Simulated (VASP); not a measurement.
Here is the system:

```
CELL_PARAMETERS angstrom
      3.92518     0.00000     0.00000
      0.00000     3.92518     0.00000
      0.00000     0.00000     3.92518
ATOMIC_POSITIONS crystal
  Ti 0.00000 0.00000 0.00000
  Pt 0.00000 0.50000 0.50000
  Pt 0.50000 0.00000 0.50000
  Pt 0.50000 0.50000 0.00000
```

The numbers are results of r2SCAN meta-GGA, VASP's PBE PAW potentials (set 64) (plane waves; VASP), not measurements. Numerical set-up: 520 eV cut-off, 9×9×9 Γ-centred mesh, tetrahedra with Blöchl corrections, potentials Ti_sv Pt.

The cores are frozen, which limits the accuracy of field gradients.

Question: Give the principal components of the electric field gradient (V/Å²) and the asymmetry η at each nucleus.

Answer: 
```json
[
 {"atom": "Ti1", "Vxx": "0.0", "Vyy": "0.0", "Vzz": "0.0", "η": "-"},
 {"atom": "Pt2", "Vxx": "29.5", "Vyy": "29.5", "Vzz": "-59.0", "η": "0.00"},
 {"atom": "Pt3", "Vxx": "29.5", "Vyy": "29.5", "Vzz": "-59.0", "η": "0.00"},
 {"atom": "Pt4", "Vxx": "29.5", "Vyy": "29.5", "Vzz": "-59.0", "η": "0.00"}
]
```

The compound is Pt3Ti in the L1_2 structure. It was relaxed first.
